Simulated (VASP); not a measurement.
# CaGe2Au2: interstitial Li from one void to a neighbouring one, part 2 of 5

How hard is this move in CaGe2Au2: interstitial Li from one void to a neighbouring one? Both ends are relaxed first, then a band of images between them. The start is a cell from a database of measured crystal structures.

VASP 6.6.1, plane waves and PAW; the level of theory is named at each step.

So far. Step 2 (Relax the host): The run ended after 9 ionic steps, 0.013 eV below its first step, once forces and stress met EDIFFG = -0.02.

## Step 3: Relax the start

This step: PBEsol; plane waves and PAW (Au, Ge, Ca_pv, Li) (VASP 6.6.1).

System of this step: LiCa4Ge8Au8. The cell holds 21 atoms: 8 Au, 8 Ge, 4 Ca and 1 Li. Its edges and angles: a = 10.328 Å, b = 6.240 Å, c = 12.067 Å, α = 90.0°, β = 148.9°, γ = 90.0°. It derives from CaGe2Au2. Nearest the centre at fractional (0.222, 0.500, 0.250): Li21 at 1.56 Å, Ca20 at 1.57 Å, Ge15 at 1.83 Å, Ge11 at 2.15 Å, Au3 at 2.76 Å, Au7 at 2.78 Å, Au5 at 3.25 Å, Au1 at 3.27 Å.

A path needs two true minima; the start is relaxed with symmetry off.

INCAR

```
SYSTEM = LiCa4Ge8Au8
PREC = Normal
ENCUT = 280
EDIFF = 1E-05
NELM = 120
ISMEAR = 1
SIGMA = 0.15
LREAL = Auto
ALGO = Fast
GGA = PS
NBANDS = 97
LORBIT = 11
LWAVE = .FALSE.
LCHARG = .FALSE.
KPAR = 3
IBRION = 2
NSW = 60
ISIF = 2
EDIFFG = -0.05
POTIM = 0.4
MAXMIX = 40
ISYM = 0
```

POSCAR

```
LiCa4Ge8Au8
1.0
    0.0000000000      0.0000000000     10.3279839780
    4.4123825598     -4.4123825598      0.0000000000
    4.4123825598      4.4123825598    -10.3279839780
Au Ge Ca Li
8 8 4 1
Direct
    0.5032851751      0.2489211408      0.2526452882
    0.4999628414      0.2449947379      0.7490984432
    0.0008060825      0.7474660598      0.2501000930
    0.0017897239      0.7506021922      0.7507310217
    0.4970281095      0.7487001487      0.2479617270
    0.5008808803      0.7512671705      0.7514472188
   -0.0023391979      0.2488108098      0.2476450349
    0.0042576960      0.2464425870      0.7523081881
    0.6070565228     -0.0018632773     -0.0104256049
    0.6177687712     -0.0014410206      0.4995273587
    0.1193688794      0.5073199898      0.0022795349
    0.1251998735      0.5031639791      0.5060952888
    0.3776036898      0.0025701960     -0.0049000319
    0.3783218250      0.0030286724      0.4974654556
    0.8796847168      0.5019778610     -0.0023044133
    0.8814960503      0.5001357470      0.5002970487
    0.0039866544     -0.0006740551      0.0033653361
   -0.0011672476     -0.0035125751      0.4998037841
    0.5013342937      0.5044215297     -0.0004365596
    0.4965165660      0.5027846303      0.4971244281
    0.2210610834      0.2495043742      0.2507408551
```

KPOINTS

```
Automatic mesh
0
Gamma
3 3 3
0 0 0
```

PAW data sets: Au, Ge, Ca_pv and Li (PBE family, release 64).

Started as:

```console
$ mpirun -np 3 vasp_std
```

The log of the run:

```text
[banner, memory and clock lines left out]
running    3 mpi-ranks, on    1 nodes
 distrk:  each k-point on    1 cores,    3 groups
 distr:  one band on    1 cores,    1 groups

 POSCAR found type information on POSCAR AuGeCaLi
 POSCAR found :  4 types and      21 ions
 [... a notice as in an earlier step ...]

 LDA part: xc-table for (Slater+PW92), standard interpolation
 POSCAR, INCAR and KPOINTS ok, starting setup
 FFT: planning ... GRIDC
 FFT: planning ... GRID_SOFT
 FFT: planning ... GRID
 WAVECAR not read
 entering main loop
       N       E                     dE             d eps       ncg     rms          rms(c)
DAV:   1     0.146660376836E+04    0.14666E+04   -0.34633E+04  3269   0.139E+03
DAV:   2     0.254590187754E+03   -0.12120E+04   -0.11222E+04  2828   0.437E+02
DAV:   3    -0.559838951904E+02   -0.31057E+03   -0.28554E+03  3357   0.161E+02
DAV:   4    -0.964814318869E+02   -0.40498E+02   -0.38622E+02  4143   0.631E+01
DAV:   5    -0.985282490952E+02   -0.20468E+01   -0.20024E+01  4320   0.152E+01    0.253E+01
RMM:   6    -0.887674172631E+02    0.97608E+01   -0.64413E+01  4062   0.218E+01    0.186E+01
RMM:   7    -0.888971280387E+02   -0.12971E+00   -0.57789E+00  4388   0.677E+00    0.104E+01
RMM:   8    -0.887391585113E+02    0.15797E+00   -0.15083E+00  3931   0.379E+00    0.154E+00
RMM:   9    -0.886783655101E+02    0.60793E-01   -0.28192E-01  4051   0.193E+00    0.436E-01
RMM:  10    -0.886869640070E+02   -0.85985E-02   -0.14768E-01  4476   0.919E-01    0.454E-01
RMM:  11    -0.886862860769E+02    0.67793E-03   -0.30840E-02  4020   0.533E-01    0.210E-01
RMM:  12    -0.886870107177E+02   -0.72464E-03   -0.85464E-03  4626   0.247E-01    0.106E-01
RMM:  13    -0.886872102799E+02   -0.19956E-03   -0.50552E-03  4315   0.188E-01    0.108E-01
RMM:  14    -0.886870862804E+02    0.12400E-03   -0.10134E-03  4089   0.903E-02    0.379E-02
RMM:  15    -0.886870885093E+02   -0.22289E-05   -0.48710E-04  4317   0.508E-02    0.739E-03
RMM:  16    -0.886871004140E+02   -0.11905E-04   -0.12731E-04  3595   0.253E-02    0.872E-03
RMM:  17    -0.886871040802E+02   -0.36662E-05   -0.55269E-05  3331   0.245E-02
   1 F= -.88687104E+02 E0= -.88681097E+02  d E =-.886871E+02
 curvature:   0.00 expect dE= 0.000E+00 dE for cont linesearch  0.000E+00
 trial: gam= 0.00000 g(F)=  0.595E+00 g(S)=  0.000E+00 ort = 0.000E+00 (trialstep = 0.100E+01)
 search vector abs. value=  0.595E+00
 bond charge predicted
       N       E                     dE             d eps       ncg     rms          rms(c)
DAV:   1    -0.887821524046E+02   -0.95052E-01   -0.29186E+01  3895   0.224E+01    0.116E+00
RMM:   2    -0.890857744642E+02   -0.30362E+00   -0.30357E+00  4395   0.535E+00    0.154E+00
RMM:   3    -0.891868284836E+02   -0.10105E+00   -0.11382E+00  4252   0.240E+00    0.992E-01
RMM:   4    -0.891945567955E+02   -0.77283E-02   -0.89982E-02  4667   0.868E-01    0.884E-01
RMM:   5    -0.891890995114E+02    0.54573E-02   -0.15430E-02  4363   0.328E-01    0.642E-01
RMM:   6    -0.891839227651E+02    0.51767E-02   -0.15402E-02  3967   0.345E-01    0.372E-01
RMM:   7    -0.891835312024E+02    0.39156E-03   -0.15646E-02  4221   0.313E-01    0.169E-01
RMM:   8    -0.891833612259E+02    0.16998E-03   -0.13367E-03  3779   0.125E-01    0.472E-02
RMM:   9    -0.891833745345E+02   -0.13309E-04   -0.59598E-04  4271   0.780E-02    0.712E-02
RMM:  10    -0.891833469863E+02    0.27548E-04   -0.20215E-04  3954   0.493E-02    0.312E-02
RMM:  11    -0.891833377428E+02    0.92435E-05   -0.14360E-04  4221   0.335E-02    0.263E-02
RMM:  12    -0.891833288797E+02    0.88631E-05   -0.23247E-05  1952   0.151E-02
   2 F= -.89183329E+02 E0= -.89177591E+02  d E =-.496225E+00
[... from here on, the cycles between the ionic steps are left out ...]
   3 F= -.89647997E+02 E0= -.89643272E+02  d E =-.960893E+00
   4 F= -.89653143E+02 E0= -.89648301E+02  d E =-.966039E+00
   5 F= -.89772145E+02 E0= -.89767688E+02  d E =-.119002E+00
[...]
WARNING in EDDRMM: call to ZHEGV failed, returncode =   6  3     36
   6 F= -.89814149E+02 E0= -.89810473E+02  d E =-.161006E+00
   7 F= -.89835728E+02 E0= -.89832498E+02  d E =-.215795E-01
   8 F= -.89837379E+02 E0= -.89834310E+02  d E =-.232296E-01
[...]
WARNING in EDDRMM: call to ZHEGV failed, returncode =   8  4     51
[...]
WARNING in EDDRMM: call to ZHEGV failed, returncode =   6  3     22
   9 F= -.89843928E+02 E0= -.89841028E+02  d E =-.654992E-02
  10 F= -.89848872E+02 E0= -.89846197E+02  d E =-.114929E-01
[...]
WARNING in EDDRMM: call to ZHEGV failed, returncode =   8  4     72
[...]
WARNING in EDDRMM: call to ZHEGV failed, returncode =   6  3     41
[...]
WARNING in EDDRMM: call to ZHEGV failed, returncode =   8  4     73
  11 F= -.89845571E+02 E0= -.89843318E+02  d E =-.819231E-02
  12 F= -.89849686E+02 E0= -.89847136E+02  d E =-.123078E-01
[...]
WARNING in EDDRMM: call to ZHEGV failed, returncode =   8  4     51
  13 F= -.89854440E+02 E0= -.89851871E+02  d E =-.475368E-02
[...]
WARNING in EDDRMM: call to ZHEGV failed, returncode =   6  3     52
  14 F= -.89858001E+02 E0= -.89855373E+02  d E =-.831448E-02
[...]
WARNING in EDDRMM: call to ZHEGV failed, returncode =   6  3     29
  15 F= -.89862098E+02 E0= -.89859693E+02  d E =-.409730E-02
  16 F= -.89862787E+02 E0= -.89860485E+02  d E =-.478606E-02
  17 F= -.89862847E+02 E0= -.89860564E+02  d E =-.484636E-02
 curvature:  -3.22 expect dE=-0.290E-02 dE for cont linesearch -0.511E-05
 trial: gam= 0.28691 g(F)=  0.901E-03 g(S)=  0.000E+00 ort = 0.106E-03 (trialstep = 0.219E+01)
 search vector abs. value=  0.155E-02
 bond charge predicted
       N       E                     dE             d eps       ncg     rms          rms(c)
DAV:   1    -0.898616769911E+02    0.11687E-02   -0.97594E-01  3264   0.276E+00    0.102E-01
RMM:   2    -0.898635066147E+02   -0.18296E-02   -0.18719E-02  3874   0.719E-01    0.545E-02
RMM:   3    -0.898643799205E+02   -0.87331E-03   -0.88535E-03  4652   0.356E-01    0.545E-02
RMM:   4    -0.898644073412E+02   -0.27421E-04   -0.78982E-04  4110   0.108E-01    0.452E-02
RMM:   5    -0.898644038222E+02    0.35190E-05   -0.26890E-04  4387   0.525E-02    0.289E-02
RMM:   6    -0.898644057611E+02   -0.19389E-05   -0.61669E-05  3285   0.285E-02
  18 F= -.89864406E+02 E0= -.89862321E+02  d E =-.155857E-02
 trial-energy change:   -0.001559  1 .order   -0.001370   -0.002037   -0.000703
 step:   2.7438(harm=  3.3380)  dis= 0.00671  next Energy=   -89.864499 (dE=-0.165E-02)
 reached required accuracy - stopping structural energy minimisation
```

The job ended after 14 min (3 MPI ranks of AMD EPYC 9R45, shared host; peak memory 1.1 GiB; 43 min of CPU time).

Parts of OUTCAR (step 3):

```text
 Found     14 irreducible k-points:

   k-points           NKPTS =     14   k-points in BZ     NKDIM =     14   number of bands    NBANDS=     97

   dimension x,y,z NGX =    42 NGY =   28 NGZ =   50
   dimension x,y,z NGXF=    84 NGYF=   56 NGZF=  100

   ENCUT  =  280.0 eV  20.58 Ry    4.54 a.u.  14.09  8.51 16.46*2*pi/ulx,y,z

   NELECT =     153.0000    total number of electrons

 E-fermi :   6.4425

 k-point     1 :       0.0000    0.0000    0.0000
  band No.  band energies     occupation
    ...
     72       4.9706      2.00000
     73       5.0314      2.00000
     74       5.1234      2.00000
     75       5.4601      2.00000
     76       6.4307      1.13294
     77       6.6602     -0.05953
     78       6.9534     -0.00002
     79       7.1179     -0.00000
     80       7.1969     -0.00000
     81       7.3646     -0.00000
    ...

 k-point     2 :       0.3333    0.0000    0.0000
  band No.  band energies     occupation
    ...
     73       5.1017      2.00000
     74       5.6400      2.00000
     75       5.7411      2.00000
     76       5.8342      2.00000
     77       6.1348      2.01350
     78       6.8605     -0.00058
     79       7.1556     -0.00000
     80       7.7385     -0.00000
     81       7.8113     -0.00000
     82       8.1078     -0.00000
    ...

  Total       11.4436966      4.7622784      3.2955799      0.0393740     -0.0486268      0.0224135
  in kB       45.5916223     18.9728903     13.1295717      0.1568659     -0.1937289      0.0892952
  external PRESSURE =      25.8980281 kB  Pullay stress =       0.0000000 kB

  energy-cutoff  :      280.00
  volume of cell :      402.15
      direct lattice vectors                 reciprocal lattice vectors
     0.000000000  0.000000000 10.327983978     0.113317464  0.113317464  0.096824318
     4.412382560 -4.412382560  0.000000000     0.113317464 -0.113317464  0.000000000
     4.412382560  4.412382560-10.327983978     0.113317464  0.113317464  0.000000000

 POSITION                                       TOTAL-FORCE (eV/Angst)
 -----------------------------------------------------------------------------------
      2.20595     -0.00388      2.55387         0.004113     -0.005070     -0.004721
      4.40620      2.20950     -2.58294        -0.001919     -0.001280      0.028554
      4.40474     -2.20480      7.73736        -0.002140      0.009206      0.030736
      6.61803     -0.00332     -7.57670        -0.003095      0.005233     -0.015497
      4.41714     -2.20934      2.54955        -0.007982      0.005208      0.004211
      6.61862     -0.00853     -2.70695        -0.004544      0.005562     -0.043900
      2.20422     -0.00513      7.69869         0.007931     -0.007511      0.021901
      4.41495      2.20105      2.54840         0.004552     -0.000603      0.012731
      0.01502      0.00281      6.35933         0.019833     -0.005530     -0.024244
      6.62231     -2.17368      1.23401        -0.005651     -0.014645     -0.015263
      6.62295      2.16576     -9.09464         0.005459      0.011681      0.002694
      4.39653      0.00396     -3.96611        -0.022798      0.000369     -0.011022
      0.04075     -0.00161      3.93951         0.003060     -0.007204      0.009528
      6.60904     -2.19437     -1.26390         0.004870      0.007861      0.023670
      6.61343      2.18114     -1.26394        -0.002846     -0.015699      0.006255
      4.36991     -0.00438      3.94352         0.000151      0.003359     -0.012979
      8.42900     -0.00746     -0.00411         0.011193      0.007761     -0.004269
      2.20764      2.20544      5.15024        -0.002693      0.003064      0.004718
      6.61443      2.20314     -5.18201         0.004698     -0.000667      0.015120
      4.80753      0.00128      0.00541        -0.011002     -0.009304     -0.010755
      2.20661     -0.00719     -0.02604        -0.001189      0.008208     -0.017469
 -----------------------------------------------------------------------------------
    total drift:                               -0.001842     -0.024538      0.012347

  FREE ENERGIE OF THE ION-ELECTRON SYSTEM (eV)
  ---------------------------------------------------
  free  energy   TOTEN  =       -89.8644057611 eV

  energy  without entropy=      -89.8581524544  energy(sigma->0) =      -89.86232133

 total charge
# of ion       s       p       d       tot
------------------------------------------
    1        0.638   0.456   8.678   9.772
    2        0.636   0.428   8.688   9.752
    3        0.636   0.429   8.688   9.753
    4        0.646   0.445   8.682   9.773
    5        0.637   0.429   8.687   9.753
    6        0.643   0.451   8.682   9.775
    7        0.639   0.452   8.678   9.770
    8        0.637   0.429   8.687   9.753
    9        1.135   1.200   0.091   2.426
   10        1.136   1.210   0.090   2.436
   11        1.137   1.210   0.089   2.436
   12        1.135   1.200   0.091   2.426
   13        1.135   1.200   0.091   2.426
   14        1.136   1.210   0.090   2.435
   15        1.136   1.210   0.090   2.436
   16        1.135   1.200   0.091   2.426
   17        0.193   6.149   0.531   6.873
   18        0.169   6.133   0.460   6.762
   19        0.169   6.133   0.460   6.762
   20        0.193   6.149   0.532   6.874
   21        0.158   0.262   0.000   0.420
--------------------------------------------------
tot         15.081  37.984  72.175 125.239

[... 1 part as in an earlier step ...]

[... 7 further parts left out ...]
```

This run has no spin polarisation. Its electron count is odd, so without a moment it is a metal by construction.

The steps of the relaxation:

```csv
step,energy less that of the first step (eV),largest force (eV/Å)
1,0.0000,2.2019
2,-0.4962,1.7005
3,-0.9609,0.9442
4,-0.9660,0.8264
5,-1.0850,0.4831
6,-1.1270,0.3190
7,-1.1486,0.1743
8,-1.1503,0.1545
9,-1.1568,0.1252
10,-1.1618,0.0937
11,-1.1585,0.2326
12,-1.1626,0.1283
13,-1.1673,0.0911
14,-1.1709,0.1230
15,-1.1750,0.0729
16,-1.1757,0.0671
17,-1.1757,0.0741
18,-1.1773,0.0445
```

The atoms that moved most (Å):

```csv
atom,dx,dy,dz,length
Ca17,-0.408,-0.025,-0.011,0.409
Ca20,0.396,0.026,0.012,0.397
Li21,-0.001,-0.013,0.280,0.281
Au4,-0.006,-0.004,0.158,0.159
Au6,-0.012,-0.009,-0.119,0.120
Ge9,0.069,0.041,-0.018,0.082
Ge12,-0.057,-0.009,-0.032,0.066
Au8,0.008,-0.031,-0.054,0.063
```

The relaxed structure:

```xyz
21
Lattice="0.0000 0.0000 10.3280 4.4124 -4.4124 0.0000 4.4124 4.4124 -10.3280" Properties=species:S:1:pos:R:3 pbc="T T T"
Au    2.2060   -0.0039    2.5539
Au    4.4062    2.2095   -2.5829
Au    4.4047   -2.2048   -2.5906
Au    6.6180   -0.0033   -7.5767
Au    4.4171   -2.2093    2.5496
Au    6.6186   -0.0085   -2.7069
Au    2.2042   -0.0051   -2.6293
Au    4.4150    2.2011   -7.7796
Ge    0.0150    0.0028    6.3593
Ge    2.2099    2.2387    1.2340
Ge    2.2106   -2.2466    1.2333
Ge    4.3965    0.0040   -3.9661
Ge    0.0407   -0.0016    3.9395
Ge    2.1967    2.2180   -1.2639
Ge    2.2010   -2.2312    9.0640
Ge    4.3699   -0.0044    3.9435
Ca   -0.3958   -0.0075   -0.0041
Ca    2.2076    2.2054   -5.1777
Ca    2.2020   -2.2092    5.1460
Ca    4.8075    0.0013    0.0054
Li    2.2066   -0.0072   -0.0260
```

This step gave:

| Item | Value |
| --- | --- |
| electronic cycles | 162 |
| electrons | 153 |
| free energy (TOTEN) | -89.8644 eV |
| energy at zero smearing | -89.8623 eV |
| Fermi energy | 6.442 eV |

The run ended after 18 ionic steps, 1.177 eV below its first step, once the forces on the free atoms met EDIFFG = -0.05.

(Continued in part 3 of 5.)

[Lines on the potential files, build, host, timing and source positions are cut from VASP's logs without a mark.]

[Logs are printed without paths, hosts, clocks, repeated set-up lines and the standing remarks that a program may print on its own settings, such as how far it seeks lower states.]

[Hosts, paths, dates, database ids (printed as entryN), source tags and the programs' standing remarks are cut or masked in the printed files.]

[Runs that stopped without an error message from VASP are left out.]
